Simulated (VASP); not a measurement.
# GeBr (P6_3/mmc) in VASP: reference runs

Reference runs on GeBr: the cell as given and a disturbed copy.

Everything below comes from runs of VASP 6.6.1. Logs are shortened: lines on timing, memory, paths and dates and some standing lists are left out, and cuts for length are marked.

**1. The structure**

Symmetry: P6_3/mmc, No. 194, hexagonal system. Conventional cell: a = 4.827 Å, b = 4.827 Å, c = 5.565 Å, α = 90.00°, β = 90.00°, γ = 120.00°. Ge (site symmetry -3m) has 2 Ge at 2.78 Å and 6 Br at 3.11 Å as nearest neighbours. Br (site symmetry -6m2) has 6 Ge at 3.11 Å as nearest neighbours.

The cell was built by a generator and needn't be a form met in nature.

**2. Single point, PBE**

File INCAR:

```
PREC = Accurate ; ENCUT = 520
EDIFF = 1E-7 ; ISMEAR = -1
SIGMA = 0.05 ; LREAL = F
LASPH = T ; NELM = 80
ALGO = Normal ; ISIF = 2
LWAVE = F ; LCHARG = F
GGA = PE ; NBANDS = 29
```

File KPOINTS:

```
Automatic mesh
0
Gamma
  7 7 5
```

File POSCAR:

```
GeBr
1.0
    4.8268000000      0.0000000000      0.0000000000
   -2.4134000000      4.1801300000      0.0000000000
    0.0000000000      0.0000000000      5.5646600000
Ge Br
2 2
Direct
    0.0000000000      0.0000000000      0.0000000000
    0.0000000000      0.0000000000      0.5000000000
    0.3333300000      0.6666700000      0.7500000000
    0.6666700000      0.3333300000      0.2500000000
```

Potentials or basis: VASP PAW PBE potentials, release 64 (Ge_d, Br).

On the command line:

```bash
$ cat potpaw_PBE.64/Ge_d/POTCAR potpaw_PBE.64/Br/POTCAR > POTCAR
$ mpirun -np 1 vasp_std > vasp.out
```

OUTCAR:

```text
PREC = Accurate
   ENCUT = 520
   EDIFF = 1E-7
   ISMEAR = -1
   LREAL = F
   LASPH = T
   NELM = 80
   ISIF = 2
   GGA = PE

 ion  position               nearest neighbor table
   1  0.000  0.000  0.000-   2 2.78   2 2.78
   2  0.000  0.000  0.500-   1 2.78   1 2.78
   3  0.333  0.667  0.750-
   4  0.667  0.333  0.250-

  LATTYP: Found a hexagonal cell.
 ALAT       =     4.8268000000
 C/A-ratio  =     1.1528673241

  Lattice vectors:

 A1 = (   4.8268000000,   0.0000000000,   0.0000000000)
 A2 = (  -2.4134000000,   4.1801300000,   0.0000000000)
 A3 = (   0.0000000000,   0.0000000000,   5.5646600000)

Analysis of symmetry for initial positions (statically):
=====================================================================
 Subroutine PRICEL returns:
 Original cell was already a primitive cell.

 Routine SETGRP: Setting up the symmetry group for a
 hexagonal supercell.

 Subroutine GETGRP returns: Found  8 space group operations
 (whereof  4 operations were pure point group operations)
 out of a pool of 24 trial point group operations.

The static configuration has the point symmetry C_2h.
 The point group associated with its full space group is D_2h.

Analysis of symmetry for dynamics (positions and initial velocities):
=====================================================================
 Subroutine PRICEL returns:
 Original cell was already a primitive cell.

 Routine SETGRP: Setting up the symmetry group for a
 hexagonal supercell.

 Subroutine GETGRP returns: Found  8 space group operations
 (whereof  4 operations were pure point group operations)
 out of a pool of 24 trial point group operations.

The dynamic configuration has the point symmetry C_2h.
 The point group associated with its full space group is D_2h.

 Subroutine INISYM returns: Found  8 space group operations
 (whereof  4 operations are pure point group operations),
 and found     1 'primitive' translations

----------------------------------------------------------------------------------------

                                     Primitive cell

  volume of cell :     112.2762

  direct lattice vectors                    reciprocal lattice vectors
     4.826800000  0.000000000  0.000000000     0.207176597  0.119613505  0.000000000
    -2.413400000  4.180130000  0.000000000     0.000000000  0.239227010  0.000000000
     0.000000000  0.000000000  5.564660000     0.000000000  0.000000000  0.179705499

  length of vectors
     4.826800000  4.826798771  5.564660000     0.239226949  0.239227010  0.179705499

  position of ions in fractional coordinates (direct lattice)
     0.000000000  0.000000000  0.000000000
     0.000000000  0.000000000  0.500000000
     0.333330000  0.666670000  0.750000000
     0.666670000  0.333330000  0.250000000

  ion indices of the primitive-cell ions
   primitive index   ion index
                 1           1
                 2           2
                 3           3
                 4           4

----------------------------------------------------------------------------------------

 KPOINTS: Automatic mesh

Automatic generation of k-mesh.
 Grid dimensions read from file:
 generate k-points for:    7    7    5

 Generating k-lattice:

  Cartesian coordinates                     Fractional coordinates (reciprocal lattice)
     0.029596657  0.017087644  0.000000000     0.142857143  0.000000000  0.000000000
     0.000000000  0.034175287  0.000000000     0.000000000  0.142857143  0.000000000
     0.000000000  0.000000000  0.035941100     0.000000000  0.000000000  0.200000000

  Length of vectors
     0.034175278  0.034175287  0.035941100

  Shift w.r.t. Gamma in fractional coordinates (k-lattice)
     0.000000000  0.000000000  0.000000000

 Subroutine IBZKPT returns following result:
 ===========================================

 Found     48 irreducible k-points:

 Following reciprocal coordinates:
            Coordinates               Weight
  0.000000  0.000000  0.000000      1.000000
  0.142857  0.000000  0.000000      4.000000
 -0.142857  0.142857  0.000000      2.000000
  0.285714 -0.000000  0.000000      4.000000
 -0.285714  0.285714  0.000000      2.000000
  0.428571  0.000000  0.000000      4.000000
[... 16 lines left out ...]
 -0.428571  0.428571  0.200000      4.000000
  0.142857  0.142857  0.200000      4.000000
 [... further k-points ...]
   k-points           NKPTS =     48   k-points in BZ     NKDIM =     48   number of bands    NBANDS=     29
   number of dos      NEDOS =    301   number of ions     NIONS =      4
   total plane-waves  NPLWV =  54432
   dimension x,y,z NGX =    36 NGY =   36 NGZ =   42
   dimension x,y,z NGXF=    72 NGYF=   72 NGZF=   84
   ions per type =               2   2
   NGX,Y,Z   is equivalent  to a cutoff of  12.40, 12.40, 12.55 a.u.
   NGXF,Y,Z  is equivalent  to a cutoff of  24.80, 24.80, 25.10 a.u.
 SYSTEM =  unknown system
   PREC   = accura    normal or accurate (medium, high low for compatibility)
   ISTART =      0    job   : 0-new  1-cont  2-samecut
   ICHARG =      2    charge: 1-file 2-atom 10-const
   ISPIN  =      1    spin polarized calculation?
   LNONCOLLINEAR =      F non collinear calculations
   LSORBIT =      F    spin-orbit coupling
   LASPH  =      T    aspherical Exc in radial PAW
   ENCUT  =  520.0 eV  38.22 Ry    6.18 a.u.   8.97  8.97 10.35*2*pi/ulx,y,z
   NELM   =     80;   NELMIN=  2; NELMDL= -5     # of ELM steps
   EDIFF  = 0.1E-06   stopping-criterion for ELM
   LREAL  =      F    real-space projection
   EDIFFG = 0.1E-05   stopping-criterion for IOM
   NSW    =      0    number of steps for IOM
   IBRION =     -1    ionic relax: 0-MD 1-quasi-New 2-CG
   NFREE  =      0    steps in history (QN), initial steepest desc. (CG)
   ISIF   =      2    stress and relaxation
   ISYM   =      2    0-nonsym 1-usesym 2-fastsym
   POTIM  = 0.5000    time-step for ionic-motion
   TEBEG  =    0.0;   TEEND  =   0.0 temperature during run
   PSTRESS=    0.0 pullay stress
   NELECT =      42.0000    total number of electrons
   NUPDOWN=      -1.0000    fix difference up-down
   EMIN   =  10.00;   EMAX   =-10.00  energy-range for DOS
   EFERMI =   0.00;   METHOD = LEGACY
   ISMEAR =    -1;   SIGMA  =   0.05  broadening in eV -4-tet -1-fermi 0-gaus
   EFERMI_NEDOS =   21; number of points for ismear=-14 and -15
   IALGO  =     38    algorithm
   IMIX   =      4    mixing-type and parameters
     AMIX     =   0.40;   BMIX     =  1.00
     AMIX_MAG =   1.60;   BMIX_MAG =  1.00
  volume/ion in A,a.u.               =      28.07       189.42
  Fermi-wavevector in a.u.,A,eV,Ry     =   1.179583  2.229090 18.931380  1.391417
  Thomas-Fermi vector in A             =   2.315892
   LORBIT       =      0    0 simple, 1 ext, 2 COOP (PROOUT), +10 PAW based schemes
   GGA     = PE    functional components
   LHFCALC =     F    Hartree Fock is set to
   AEXX    =    0.0000 exact exchange contribution
   IVDW    =     0    specifies the selected vdW correction
   LEPSILON=     F    determine dielectric tensor
   LRPA    =     F    only Hartree local field effects (RPA)
 non-spin polarized calculation
  energy-cutoff  :      520.00
  volume of cell :      112.28
 maximum number of plane-waves:      3044
   NGX = 17   NGY = 17   NGZ = 21

 number of electron      41.9999997 magnetization

 Free energy of the ion-electron system (eV)
  ---------------------------------------------------
  ext. energy  EPLUGINS =         0.00000000
  ---------------------------------------------------
  free energy    TOTEN  =       -12.10101324 eV

  energy without entropy =      -12.06251204  energy(sigma->0) =      -12.08176264

 E-fermi :   3.7325     XC(G=0):  -8.9430

 val. band max:        3.7062534298   @ k =  -0.1429   0.4286   0.4000
 cond. band min:       3.7351102388   @ k =   0.1429   0.1429   0.2000
 fundamental gap:      0.0288568090
 Fermi energy:         3.7324742435

 k-point     1 :       0.0000    0.0000    0.0000
  band No.  band energies     occupation
      1     -22.0977      2.00000
      2     -22.0977      2.00000
      3     -22.0909      2.00000
      4     -22.0909      2.00000
      5     -22.0249      2.00000
      6     -22.0048      2.00000
[... 21 lines left out ...]
     28       9.0777      0.00000
     29       9.2488      0.00000

 k-point     2 :       0.1429    0.0000    0.0000
  band No.  band energies     occupation
      1     -22.0977      2.00000
      2     -22.0975      2.00000
      3     -22.0910      2.00000
      4     -22.0909      2.00000
      5     -22.0249      2.00000
      6     -22.0050      2.00000
[... 21 lines left out ...]
     28       9.3739      0.00000
     29      10.4980      0.00000

 k-point     3 :      -0.1429    0.1429    0.0000
  band No.  band energies     occupation
      1     -22.0977      2.00000
      2     -22.0975      2.00000
      3     -22.0910      2.00000
      4     -22.0909      2.00000
      5     -22.0249      2.00000
      6     -22.0050      2.00000
[... 21 lines left out ...]
     28       9.3739      0.00000
     29      10.5037      0.00000

 k-point     4 :       0.2857   -0.0000    0.0000
  band No.  band energies     occupation
      1     -22.0979      2.00000
      2     -22.0972      2.00000
      3     -22.0910      2.00000
      4     -22.0907      2.00000
      5     -22.0248      2.00000
      6     -22.0053      2.00000
[... 597 lines left out ...]
     28      10.5124      0.00000
     29      11.4236      0.00000

 k-point    23 :      -0.4286    0.4286    0.2000
  band No.  band energies     occupation
      1     -22.0974      2.00000
      2     -22.0964      2.00000
      3     -22.0917      2.00000
      4     -22.0912      2.00000
      5     -22.0092      2.00000
      6     -22.0001      2.00000
[... 21 lines left out ...]
     28      10.5123      0.00000
     29      11.4236      0.00000

 k-point    24 :       0.1429    0.1429    0.2000
  band No.  band energies     occupation
      1     -22.0972      2.00000
      2     -22.0967      2.00000
      3     -22.0916      2.00000
      4     -22.0914      2.00000
      5     -22.0094      2.00000
      6     -21.9997      2.00000
[... 21 lines left out ...]
     28      10.3252      0.00000
     29      10.3611      0.00000

 [... further k-points ...]

------------------------ aborting loop because EDIFF is reached ----------------------------------------

  FORCE on cell =-STRESS in cart. coord.  units (eV):
  Direction    XX          YY          ZZ          XY          YZ          ZX
  --------------------------------------------------------------------------------------
  -------------------------------------------------------------------------------------
  Total       -0.0255951     -0.0254179     -0.1077747      0.0001535     -0.0000000      0.0000000
  in kB       -0.3652416     -0.3627119     -1.5379404      0.0021906     -0.0000000      0.0000000
  external PRESSURE =      -0.7552980 kB  Pullay stress =       0.0000000 kB

 VOLUME and BASIS-vectors are now :
 -----------------------------------------------------------------------------
  energy-cutoff  :      520.00
  volume of cell :      112.28
      direct lattice vectors                 reciprocal lattice vectors
     4.826800000  0.000000000  0.000000000     0.207176597  0.119613505  0.000000000
    -2.413400000  4.180130000  0.000000000     0.000000000  0.239227010  0.000000000
     0.000000000  0.000000000  5.564660000     0.000000000  0.000000000  0.179705499

 POSITION                                       TOTAL-FORCE (eV/Angst)
 -----------------------------------------------------------------------------------
      0.00000      0.00000      0.00000         0.000000     -0.000000     -0.000000
      0.00000      0.00000      2.78233         0.000000     -0.000000     -0.000000
     -0.00002      2.78677      4.17349        -0.000053      0.000031      0.000000
      2.41342      1.39336      1.39116         0.000053     -0.000031      0.000000
 -----------------------------------------------------------------------------------
    total drift:                                0.000000     -0.000000      0.000000

  FREE ENERGIE OF THE ION-ELECTRON SYSTEM (eV)
  ---------------------------------------------------
  free  energy   TOTEN  =       -12.1010132427 eV

  energy  without entropy=      -12.0625120376  energy(sigma->0) =      -12.08176264
```

Run time: 56 s. Hardware: 1 thread of Intel Xeon 6975P-C (Granite Rapids), shared host; peak memory 0.29 GiB.

What came out:

```
Free energy            : -12.1010 eV
Pressure               : -0.1 GPa
Band gap on the k mesh : none (metal or under the smearing width)
```

**3. Single point, PBE (atoms moved at random, drawn with an rms of 0.05 Å)**

File INCAR:

```
SYSTEM = GeBr
PREC = Accurate ; ENCUT = 520
EDIFF = 1E-7 ; ISMEAR = -1
SIGMA = 0.05 ; LREAL = .FALSE.
LASPH = .TRUE. ; NELM = 100
ALGO = Normal ; ISIF = 2
LWAVE = .FALSE. ; LCHARG = .FALSE.
GGA = PE ; NBANDS = 29
```

File KPOINTS:

```
regular mesh
0
G
  7 7 5
  0 0 0
```

File POSCAR:

```
GeBr
1.0
    4.8268000000      0.0000000000      0.0000000000
   -2.4134000000      4.1801300000      0.0000000000
    0.0000000000      0.0000000000      5.5646600000
Ge Br
2 2
Direct
    0.0011600000      0.0041510000      0.0088130000
    0.0053520000     -0.0041020000      0.5079610000
    0.3304320000      0.6796520000      0.7414780000
    0.6577320000      0.3334800000      0.2526350000
```

Potentials or basis: VASP PAW PBE potentials, release 64 (Ge_d, Br).

On the command line:

```bash
$ cat potpaw_PBE.64/Ge_d/POTCAR potpaw_PBE.64/Br/POTCAR > POTCAR
$ mpirun -np 1 vasp_std > vasp.out
```

It took 2.4 min on 1 thread of Intel Xeon 6975P-C (Granite Rapids), shared host; peak memory 0.45 GiB.

It converged, with:

- Free energy: -12.1048 eV
- Pressure: 0.0 GPa
- Largest force: 0.129 eV/Å
- Band gap on the k mesh: none (metal or under the smearing width)

Forces in eV/Å, atoms in the order of the input:
```
Ge  -0.001  0.021  0.022
Ge   0.031 -0.021  0.064
Br  -0.022  0.059  0.028
Br  -0.007 -0.060 -0.114
```

Stress tensor (GPa, compression positive):
```
-0.28  0.03 -0.02
 0.03  0.41 -0.02
-0.02 -0.02 -0.25
```

Levels at points of the mesh, in eV from the Fermi level:
| k point | band 18 | band 19 | band 20 | band 21 | band 22 | band 23 | band 24 | band 25 |
| --- | --- | --- | --- | --- | --- | --- | --- | --- |
| (0.00, 0.00, 0.00) | -4.28 | -3.41 | -3.00 | -2.73 | 0.14 | 0.35 | 1.39 | 1.45 |
